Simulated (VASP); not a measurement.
Here is a VASP 6.6.1 calculation.

Contents of INCAR:

```
ALGO     = Normal         # electronic algorithm
EDIFF    = 1E-7           # SCF threshold, eV
EDIFFG   = -0.002         # ionic threshold
ENCUT    = 520            # plane-wave cutoff, eV
GGA      = PE             # functional
IBRION   = 2              # ionic algorithm
ISIF     = 3              # what is computed and relaxed
ISMEAR   = 0              # smearing method
LASPH    = T              # aspherical terms in the spheres
LCHARG   = F              # write CHGCAR
LREAL    = F              # projectors in reciprocal space
LWAVE    = F              # write WAVECAR
NELM     = 80             # most SCF steps
NSW      = 80             # ionic steps
PREC     = Accurate       # precision mode
PSTRESS  = 220.0        
SIGMA    = 0.1            # smearing width, eV
```

Contents of KPOINTS:

```
k-points
0
Gamma
  12 12 12
```

File POSCAR:

```
Mo
1.0
   -1.5734150000      1.5734150000      1.5734150000
    1.5734150000     -1.5734150000      1.5734150000
    1.5734150000      1.5734150000     -1.5734150000
Mo
1
Direct
    0.0000000000      0.0000000000      0.0000000000
```

Potentials or basis: VASP PAW PBE potentials, release 64 (Mo_sv).

Run with:

```sh
$ cat potpaw_PBE.64/Mo_sv/POTCAR > POTCAR
$ mpirun -np 1 vasp_std > vasp.out
```

Task: What does it give for the band gap on the k mesh?

Result: None (metal or under the smearing width).

Task: Predict the space group after relaxing (to 0.05 Å).

Result: Im-3m (No. 229).

Final structure:
```yaml
crystal:
  lattice:
    - [-1.54351, 1.54351, 1.54351]
    - [1.54351, -1.54351, 1.54351]
    - [1.54351, 1.54351, -1.54351]
  atoms:
    - { symbol: Mo, position: [0.00000, 0.00000, 0.00000] }
```

Caveat: the cell is relaxed towards a set pressure, so the enthalpy falls and the energy may rise.
